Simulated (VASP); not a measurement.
Energy against volume of CsSnI3 (cubic perovskite). Method: PW91 GGA, VASP's PBE PAW potentials (set 64) (plane waves; VASP). Numerical set-up: 520 eV cut-off, 4×4×4 Γ-centred mesh, Gaussian smearing of 0.050 eV, potentials Cs_sv Sn_d I.

| V (Å³/atom) | E (eV/atom) |
|---|---|
| 47.083 | -2.80989 |
| 48.540 | -2.81714 |
| 49.996 | -2.81951 |
| 51.452 | -2.81774 |

Problem. Fit these four points and predict the energy of the run at 45.627 Å³/atom.

Solution. A cubic in V^(−2/3), the third-order Birch-Murnaghan form, passes through the four points with V0 = 50.06 Å³/atom and B0 = 16 GPa, and gives -2.7969 eV/atom there. The run gave -2.7969 eV/atom, +0.0 meV/atom from the fit; all five points give B0 = 15 GPa.

The compound is CsSnI3 in the cubic perovskite structure, the ideal cubic form; the compound distorts at low or room temperature. It was relaxed first.
